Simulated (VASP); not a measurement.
Level of theory: revPBE GGA, VASP's PBE PAW potentials (set 64) (plane waves; VASP 6.6.1).

VASP input:

### POSCAR
```
CuI
1
    0.0000000000     3.0811379870     3.0811379870
    3.0811379870     0.0000000000     3.0811379870
    3.0811379870     3.0811379870     0.0000000000
Cu I
1 1
Direct
  0.0000000000   0.0000000000   0.0000000000
  0.2500000000   0.2500000000   0.2500000000
```

### INCAR
```
LASPH=.TRUE.   # aspherical one-centre terms
ISIF=3
ENCUT=520   # plane-wave cut-off (eV)
ALGO=Normal   # blocked Davidson
LREAL=.FALSE.   # projection in real space or not
SYSTEM=CuI
IBRION=2
EDIFF=1E-6
PREC=Accurate
NSW=60
SIGMA=0.05
EDIFFG=-0.01   # ionic stop
LMAXMIX=4   # l cut-off of mixed one-centre charges
LWAVE=.FALSE.
LCHARG=.FALSE.
NELM=100   # most electronic steps
GGA=RE
ISMEAR=0   # Gaussian
```

KPOINTS:
```
K-points
0
gamma
7 7 7
```

POTCAR, in this order: Cu I (PBE.64 set). Program: vasp_std.

The run wrote:

**OSZICAR**
```
       N       E                     dE             d eps       ncg     rms          rms(c)
DAV:   1     0.105692299935E+03    0.10569E+03   -0.79860E+03   520   0.148E+03
DAV:   2     0.282120118172E+01   -0.10287E+03   -0.96666E+02   520   0.260E+02
DAV:   3    -0.483288947826E+01   -0.76541E+01   -0.75190E+01   708   0.822E+01
DAV:   4    -0.509953363061E+01   -0.26664E+00   -0.26646E+00   642   0.139E+01
DAV:   5    -0.510856122941E+01   -0.90276E-02   -0.90274E-02   729   0.246E+00    0.468E+00
DAV:   6    -0.504525898133E+01    0.63302E-01   -0.25554E+00   567   0.449E+01    0.303E+00
DAV:   7    -0.494891067542E+01    0.96348E-01   -0.58751E-01   580   0.262E+01    0.163E+00
DAV:   8    -0.495301155404E+01   -0.41009E-02   -0.34663E-02   794   0.261E+00    0.398E-01
DAV:   9    -0.495138613596E+01    0.16254E-02   -0.10854E-02   667   0.324E+00    0.104E-01
DAV:  10    -0.495178999351E+01   -0.40386E-03   -0.95574E-04   550   0.265E-01    0.371E-02
DAV:  11    -0.495181850824E+01   -0.28515E-04   -0.10388E-04   706   0.259E-01    0.247E-02
DAV:  12    -0.495182579551E+01   -0.72873E-05   -0.21383E-05   583   0.937E-02    0.795E-03
DAV:  13    -0.495182787760E+01   -0.20821E-05   -0.86941E-06   737   0.698E-02    0.456E-03
DAV:  14    -0.495182764280E+01    0.23481E-06   -0.66563E-07   340   0.276E-02
   1 F= -.49518276E+01 E0= -.49518276E+01  d E =-.495183E+01
```

OUTCAR:
```
------------------------ aborting loop because EDIFF is reached ----------------------------------------
  FORCE on cell =-STRESS in cart. coord.  units (eV):
  Direction    XX          YY          ZZ          XY          YZ          ZX
  --------------------------------------------------------------------------------------
  Total       -0.0010281     -0.0010281     -0.0010281      0.0000000      0.0000000      0.0000000
  in kB       -0.0281576     -0.0281576     -0.0281576      0.0000000      0.0000000      0.0000000
  external PRESSURE =      -0.0281576 kB  Pullay stress =       0.0000000 kB
  volume of cell :       58.50
      direct lattice vectors                 reciprocal lattice vectors
     0.000000000  3.081137987  3.081137987    -0.162277705  0.162277705  0.162277705
     3.081137987  0.000000000  3.081137987     0.162277705 -0.162277705  0.162277705
     3.081137987  3.081137987  0.000000000     0.162277705  0.162277705 -0.162277705
  FREE ENERGIE OF THE ION-ELECTRON SYSTEM (eV)
  ---------------------------------------------------
  free  energy   TOTEN  =        -4.9518276428 eV

  energy  without entropy=       -4.9518276428  energy(sigma->0) =       -4.95182764

 reached required accuracy - stopping structural energy minimisation
```
(Selected blocks of OUTCAR.)

OUTCAR:
```
 val. band max:        4.0301826964   @ k =   0.0000   0.0000   0.0000

 cond. band min:       5.1499853280   @ k =   0.0000   0.0000   0.0000


 Fermi energy:         4.2532006280

 k-point     1 :       0.0000    0.0000    0.0000
  band No.  band energies     occupation
      1      -9.7372      2.00000
      2       0.5919      2.00000
      3       0.5919      2.00000
      4       0.5919      2.00000
      5       2.3906      2.00000
      6       2.3906      2.00000
      7       4.0302      2.00000
      8       4.0302      2.00000
      9       4.0302      2.00000
     10       5.1500      0.00000
     11       8.9663      0.00000
     12       8.9663      0.00000
     13       8.9663      0.00000

 k-point     2 :       0.1429    0.0000    0.0000
  band No.  band energies     occupation
      1      -9.6547      2.00000
      2       0.2210      2.00000
      3       0.5960      2.00000
      4       0.5960      2.00000
      5       2.3843      2.00000
      6       2.3843      2.00000
      7       3.3871      2.00000
      8       3.9013      2.00000
      9       3.9013      2.00000
     10       5.9156      0.00000
     11       8.8932      0.00000
     12       9.2193      0.00000
     13       9.2193      0.00000

 k-point     3 :       0.2857    0.0000    0.0000
  band No.  band energies     occupation
      1      -9.4566      2.00000
      2      -0.5724      2.00000
      3       0.6013      2.00000
      4       0.6013      2.00000
      5       2.3863      2.00000
      6       2.3863      2.00000
      7       2.7873      2.00000
      8       3.6366      2.00000
      9       3.6366      2.00000
     10       6.2992      0.00000
     11       9.5299      0.00000
     12       9.5299      0.00000
     13       9.8486      0.00000

 k-point     4 :       0.4286    0.0000    0.0000
  band No.  band energies     occupation
      1      -9.2826      2.00000
      2      -1.1707      2.00000
      3       0.6011      2.00000
...
```

Unless said otherwise, spin-orbit coupling is left out, though it shifts the bands of the heavy elements here.

The compound is CuI in the zinc blende structure. It was relaxed first, which changed the volume by +6 %. The start is the result of an earlier pass.
